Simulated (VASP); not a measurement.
VASP runs on NiSb (NiAs type) share one base input (PBE GGA, plane waves, VASP's PBE PAW potentials (set 64)) and change the settings named in each case.

**KPOINTS**
```
Automatic mesh
0
Gamma
8 8 6
0 0 0
```

**INCAR**
```
SYSTEM  =  NiSb
PREC  =  Accurate; ENCUT  =  400; LREAL  =  .FALSE.
LASPH  =  .TRUE.
EDIFF  =  1E-6; NELM  =  100; ALGO  =  Normal
LMAXMIX  =  4
ISMEAR  =  1; SIGMA  =  0.1
GGA  =  PE
ISIF  =  2
LWAVE  =  .FALSE.; LCHARG  =  .FALSE.
```

**POSCAR**
```
NiSb
10.260
  0.1915204678  -0.3317231969   0.0000000000
  0.1915204678   0.3317231969   0.0000000000
  0.0000000000   0.0000000000   0.5000000000
Ni Sb
2 2
direct
  0.0000000000   0.0000000000   0.5000000000
  0.0000000000   0.0000000000   0.0000000000
  0.3333330000   0.6666670000   0.2500000000
  0.6666670000   0.3333330000   0.7500000000
```

POTCAR, in this order: Ni Sb (PBE.64 set). Program: vasp_std.

| change | electronic steps |
|---|---|
| base run | 14 |
| ALGO = Fast | 20 |
| ALGO = VeryFast | 22 |
| ALGO = All | 20 |
| ALGO = Damped | 29 |
| ALGO = Conjugate | 20 |
 Unless said otherwise, spin-orbit coupling is left out, though it shifts the bands of the heavy elements here.

Left out are runs that ran out of time, are held back, or changed the cell or the kind of run, fixed moments of cells without a moment, rows past the twelfth, gaps on odd meshes, pressures of charged cells and columns that move by less than the noise.

The compound is NiSb in the NiAs type structure. The cell was not relaxed at this level. The run is not spin-polarised, so no magnetic state was tried.
